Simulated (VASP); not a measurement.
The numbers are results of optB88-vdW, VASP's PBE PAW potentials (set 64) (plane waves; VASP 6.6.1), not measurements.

VASP input:

### INCAR
```
SYSTEM = TiAl
PREC = Accurate
ENCUT = 520
EDIFF = 1E-7
NELM = 100
ALGO = Normal
LREAL = .FALSE.
LASPH = .TRUE.
ISMEAR = 0
SIGMA = 0.05
GGA = BO
PARAM1 = 0.1833333333
PARAM2 = 0.22
LUSE_VDW = .TRUE.
AGGAC = 0.0
LMAXMIX = 4
LWAVE = .FALSE.
LCHARG = .FALSE.
LORBIT = 11
ICHARG = 11
```

File KPOINTS:
```
k-points along high-symmetry lines
10
Line-mode
Reciprocal
  0.000000   0.000000   0.000000 ! GAMMA
  0.000000   0.500000   0.000000 ! X

  0.000000   0.500000   0.000000 ! X
  0.500000   0.500000   0.000000 ! M

  0.500000   0.500000   0.000000 ! M
  0.000000   0.000000   0.000000 ! GAMMA

  0.000000   0.000000   0.000000 ! GAMMA
  0.000000   0.000000   0.500000 ! Z

  0.000000   0.000000   0.500000 ! Z
  0.000000   0.500000   0.500000 ! R

  0.000000   0.500000   0.500000 ! R
  0.500000   0.500000   0.500000 ! A

  0.500000   0.500000   0.500000 ! A
  0.000000   0.000000   0.500000 ! Z

  0.000000   0.500000   0.000000 ! X
  0.000000   0.500000   0.500000 ! R

  0.500000   0.500000   0.000000 ! M
  0.500000   0.500000   0.500000 ! A
```

**POSCAR**
```
TiAl
1
    2.8189989357     0.0000000000     0.0000000000
    0.0000000000     2.8189989357     0.0000000000
    0.0000000000    -0.0000000000     4.0609069719
Ti Al
1 1
Direct
  0.0000000000   0.0000000000   1.0000000000
  0.5000000000   0.5000000000   0.5000000000
```

POTCAR, in this order: Ti_sv Al (PBE.64 set). Program: vasp_std. Read from the step before: CHGCAR.

The run wrote:

File OSZICAR:
```
       N       E                     dE             d eps       ncg     rms          rms(c)
DAV:   1     0.984504176941E+02    0.98450E+02   -0.77212E+03  1980   0.140E+03
DAV:   2    -0.152444941413E+01   -0.99975E+02   -0.96760E+02  2010   0.337E+02
DAV:   3    -0.779518028077E+01   -0.62707E+01   -0.60540E+01  3160   0.812E+01
DAV:   4    -0.800487910617E+01   -0.20970E+00   -0.20515E+00  2434   0.128E+01
DAV:   5    -0.801467263939E+01   -0.97935E-02   -0.97852E-02  2838   0.237E+00
DAV:   6    -0.801483143384E+01   -0.15879E-03   -0.15879E-03  2515   0.262E-01
DAV:   7    -0.801483993351E+01   -0.84997E-05   -0.85001E-05  2850   0.404E-02
DAV:   8    -0.801484035012E+01   -0.41661E-06   -0.41595E-06  2483   0.542E-03
DAV:   9    -0.801484039026E+01   -0.40140E-07   -0.39852E-07  1637   0.996E-04
   1 F= -.80148404E+01 E0= -.80126701E+01  d E =-.434054E-02
```

OUTCAR:
```
 val. band max:        8.0544124513   @ k =   0.5000   0.5000   0.0000

 cond. band min:       8.0798097750   @ k =   0.0556   0.5000   0.0000



 k-point     1 :       0.0000    0.0000    0.0000
  band No.  band energies     occupation
      1     -48.2108      2.00000
      2     -24.7291      2.00000
      3     -24.2667      2.00000
      4     -24.2667      2.00000
      5      -0.7198      2.00000
      6       6.4719      2.00000
      7       7.3942      2.00000
      8       7.9644      1.99051
      9      10.3960      0.00000
     10      10.3960      0.00000
     11      11.5735      0.00000

 k-point     2 :       0.0000    0.0556    0.0000
  band No.  band energies     occupation
      1     -48.2090      2.00000
      2     -24.7274      2.00000
      3     -24.2816      2.00000
      4     -24.2654      2.00000
      5      -0.6590      2.00000
      6       6.5218      2.00000
      7       7.4188      2.00000
      8       7.9051      1.99998
      9      10.4061      0.00000
     10      10.4695      0.00000
     11      11.5133      0.00000

 k-point     3 :       0.0000    0.1111    0.0000
  band No.  band energies     occupation
      1     -48.2039      2.00000
      2     -24.7223      2.00000
      3     -24.3245      2.00000
      4     -24.2617      2.00000
      5      -0.4776      2.00000
      6       6.6631      2.00000
      7       7.4818      2.00000
      8       7.7462      2.00000
      9      10.4355      0.00000
     10      10.6750      0.00000
     11      11.3472      0.00000

 k-point     4 :       0.0000    0.1667    0.0000
  band No.  band energies     occupation
      1     -48.1959      2.00000
      2     -24.7146      2.00000
      3     -24.3898      2.00000
      4     -24.2561      2.00000
      5      -0.1785      2.00000
      6       6.8712      2.00000
      7       7.5278      2.00000
      8       7.5415      2.00000
      9      10.4810      0.00000
     10      10.9832      0.00000
...
```

The density is held fixed in this step, so its total energy and stress have no physical meaning.

The compound is TiAl in the L1_0 structure. It was relaxed first. The electron count is odd and the run is not spin-polarised, which forces a metal.
